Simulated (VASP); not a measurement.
All values below come from PBE GGA, VASP's PBE PAW potentials (set 64) (plane waves; VASP 6.6.1).

The input files of a VASP run:

File POSCAR:
```
Ti16Si
1
    5.8437788940     0.0000000000     0.0000000000
    2.9218894470     5.0608610929     0.0000000000
    0.0000000000     0.0000000000    20.8060005461
Ti Si
16 1
Direct
  0.8324194851   0.3417520211   0.3398855285
  0.3258274938   0.3417520211   0.3398855285
  0.8358200701   0.8283588599   0.3386793497
  0.3347701123   0.8304587755   0.3348794827
  0.0002587974   0.0013760416   0.4387388194
  0.4983651610   0.0013760416   0.4387388194
  0.9985294104   0.5029411793   0.4472753911
  0.4991769832   0.5016460337   0.4407948182
  0.8336285686   0.3581597000   0.5618220376
  0.3082107314   0.3581597000   0.5618220376
  0.8313833760   0.8372322479   0.5606814853
  0.3251824981   0.8496340038   0.5499313326
  0.0074110579   0.0079512465   0.6598170763
  0.4846376956   0.0079512465   0.6598170763
  0.9907157071   0.5185685858   0.6772393513
  0.4852702740   0.5294594520   0.6604790756
  0.3250565781   0.8498868438   0.7531897897
```

### KPOINTS
```
Automatic mesh
0
gamma
 5 5 1
0 0 0
```

**INCAR**
```
ALGO  =  Normal
DIPOL  =  0.5 0.5 0.5
EDIFF  =  1E-6
ENCUT  =  400
GGA  =  PE
IDIPOL  =  3
ISMEAR  =  1
LASPH  =  .TRUE.
LCHARG  =  .FALSE.
LDIPOL  =  .TRUE.
LMAXMIX  =  4
LORBIT  =  11
LREAL  =  .FALSE.
LVHAR  =  .TRUE.
LWAVE  =  .FALSE.
NELM  =  100
NELMIN  =  4
PREC  =  Normal
SIGMA  =  0.1
SYSTEM  =  Ti16Si
```

POTCAR, in this order: Ti Si (PBE.64 set). Program: vasp_std. Read from the step before: WAVECAR.

The run wrote:

OUTCAR:
```
 ion  position               nearest neighbor table
   1  0.832  0.342  0.340-   5 2.68   8 2.69   7 2.78   3 2.85   2 2.88   4 2.88   2 2.96   4 2.96
                             3 2.99
   2  0.326  0.342  0.340-   6 2.68   8 2.69   7 2.78   3 2.85   1 2.88   4 2.88   1 2.96   4 2.96
                             3 2.99
   3  0.836  0.828  0.339-   6 2.69   5 2.69   7 2.80   2 2.85   1 2.85   4 2.92   4 2.92   1 2.99
                             2 2.99
   4  0.335  0.830  0.335-   5 2.75   6 2.75   8 2.76   1 2.88   2 2.88   3 2.92   3 2.92   2 2.96
                             1 2.96
   5  0.000  0.001  0.439-   1 2.68   3 2.69   4 2.75  12 2.84   6 2.91   8 2.92   7 2.92   8 2.93
                             7 2.93   6 2.93  11 3.05   9 3.13
   6  0.498  0.001  0.439-   2 2.68   3 2.69   4 2.75  12 2.84   5 2.91   8 2.92   7 2.92   8 2.93
                             7 2.93   5 2.93  11 3.05  10 3.13
   7  0.999  0.503  0.447-   2 2.78   1 2.78   3 2.80  10 2.85   9 2.85  11 2.90   5 2.92   6 2.92
                             8 2.93   8 2.93   6 2.93   5 2.93
   8  0.499  0.502  0.441-   1 2.69   2 2.69   4 2.76  12 2.87   6 2.92   5 2.92   7 2.93   7 2.93
                             5 2.93   6 2.93   9 3.04  10 3.04
   9  0.834  0.358  0.562-  13 2.70  16 2.71  10 2.77  11 2.79   7 2.85  15 2.89  12 2.93  12 2.93
                             8 3.04  11 3.05  10 3.07   5 3.13
  10  0.308  0.358  0.562-  14 2.70  16 2.71   9 2.77  11 2.79   7 2.85  15 2.89  12 2.93  12 2.93
                             8 3.04  11 3.05   9 3.07   6 3.13
  11  0.831  0.837  0.561-  14 2.71  13 2.71   9 2.79  10 2.79   7 2.90  15 2.91  12 2.93  12 2.93
                             6 3.05   5 3.05  10 3.05   9 3.05
  12  0.325  0.850  0.550-  13 2.80  14 2.80  16 2.81   5 2.84   6 2.84   8 2.87  11 2.93  11 2.93
                            10 2.93   9 2.93   9 2.93  10 2.93
...
```

### OSZICAR
```
       N       E                     dE             d eps       ncg     rms          rms(c)
DAV:   1    -0.122940681332E+03   -0.12294E+03   -0.62486E-03  1316   0.272E-01    0.203E-01
DAV:   2    -0.123134760183E+03   -0.19408E+00   -0.13545E+00  1452   0.375E+00    0.294E+00
DAV:   3    -0.122939526699E+03    0.19523E+00   -0.11708E+00  1476   0.369E+00    0.311E-01
DAV:   4    -0.122939840739E+03   -0.31404E-03   -0.32771E-02  1308   0.623E-01    0.102E-01
DAV:   5    -0.122939842531E+03   -0.17921E-05   -0.45555E-03  1260   0.270E-01    0.627E-02
DAV:   6    -0.122939787665E+03    0.54866E-04   -0.10635E-03  1252   0.135E-01    0.398E-02
DAV:   7    -0.122939765345E+03    0.22320E-04   -0.24532E-04  1236   0.595E-02    0.138E-02
DAV:   8    -0.122939764869E+03    0.47625E-06   -0.34094E-05  1260   0.231E-02    0.104E-02
DAV:   9    -0.122939763793E+03    0.10759E-05   -0.11830E-05  1140   0.138E-02    0.569E-03
DAV:  10    -0.122939763795E+03   -0.18331E-08   -0.54560E-06   804   0.102E-02
   1 F= -.12293976E+03 E0= -.12294002E+03  d E =0.764387E-03
```

OUTCAR:
```
------------------------ aborting loop because EDIFF is reached ----------------------------------------
  FORCE on cell =-STRESS in cart. coord.  units (eV):
  Direction    XX          YY          ZZ          XY          YZ          ZX
  --------------------------------------------------------------------------------------
  Total       -1.4916965     -2.4724503     -0.2491792      0.0000000     -0.2520244      0.0000000
  in kB       -3.8840450     -6.4377091     -0.6488071      0.0000000     -0.6562153      0.0000000
  external PRESSURE =      -3.6568537 kB  Pullay stress =       0.0000000 kB
  volume of cell :      615.33
      direct lattice vectors                 reciprocal lattice vectors
     5.843778894  0.000000000  0.000000000     0.171122149 -0.098797416  0.000000000
     2.921889447  5.060861093  0.000000000     0.000000000  0.197594833  0.000000000
     0.000000000  0.000000000 20.806000546     0.000000000  0.000000000  0.048063057
 POSITION                                       TOTAL-FORCE (eV/Angst)
 -----------------------------------------------------------------------------------
      5.86304      1.72956      7.07166         0.005805      0.014883      0.014225
      2.90263      1.72956      7.07166        -0.005805      0.014883      0.014225
      7.30472      4.19221      7.04656        -0.000000     -0.009495      0.014755
      4.38283      4.20284      6.96750        -0.000000      0.016738     -0.000564
      0.00553      0.00696      9.12840        -0.015426      0.013489      0.005396
      2.91636      0.00696      9.12840         0.015426      0.013489      0.005396
      7.30472      2.54532      9.30601        -0.000000      0.003524     -0.005145
      4.38283      2.53876      9.17118         0.000000     -0.003370     -0.022388
      5.91804      1.81260     11.68927         0.010861     -0.014271     -0.002672
      2.84762      1.81260     11.68927        -0.010861     -0.014271     -0.002672
      7.30472      4.23712     11.66554        -0.000000     -0.004268     -0.002834
      4.38283      4.29988     11.44187        -0.000000     -0.020801     -0.007385
      0.06654      0.04024     13.72815         0.015081     -0.013187      0.014848
      2.85535      0.04024     13.72815        -0.015081     -0.013187      0.014848
      7.30472      2.62440     14.09064        -0.000000     -0.007911     -0.025537
      4.38283      2.67952     13.74193        -0.000000      0.019493      0.007876
      4.38283      4.30116     15.67087         0.000000      0.004263     -0.022373
 -----------------------------------------------------------------------------------
    total drift:                               -0.000212      0.000225      0.001522
  FREE ENERGIE OF THE ION-ELECTRON SYSTEM (eV)
  ---------------------------------------------------
  free  energy   TOTEN  =      -122.9397637950 eV

  energy  without entropy=     -122.9405281824  energy(sigma->0) =     -122.94001859

 total charge

# of ion       s       p       d       tot
------------------------------------------
    1        0.567   0.461   2.394   3.422
    2        0.567   0.461   2.394   3.422
    3        0.568   0.455   2.394   3.417
    4        0.567   0.452   2.368   3.386
    5        0.559   0.611   2.417   3.588
    6        0.559   0.611   2.417   3.588
    7        0.559   0.625   2.390   3.574
    8        0.560   0.618   2.407   3.585
    9        0.552   0.591   2.404   3.546
   10        0.552   0.591   2.404   3.546
   11        0.549   0.593   2.393   3.535
   12        0.562   0.634   2.386   3.583
   13        0.555   0.580   2.433   3.568
   14        0.555   0.580   2.433   3.568
   15        0.499   0.429   2.270   3.199
   16        0.554   0.579   2.430   3.563
   17        0.856   0.771   0.000   1.628
--------------------------------------------------
tot          9.741   9.643  38.335  57.720
```
(Selected blocks of OUTCAR.)

The cell is a thin slab with vacuum, built from Ti (hcp): (001) face, Si adsorbed.
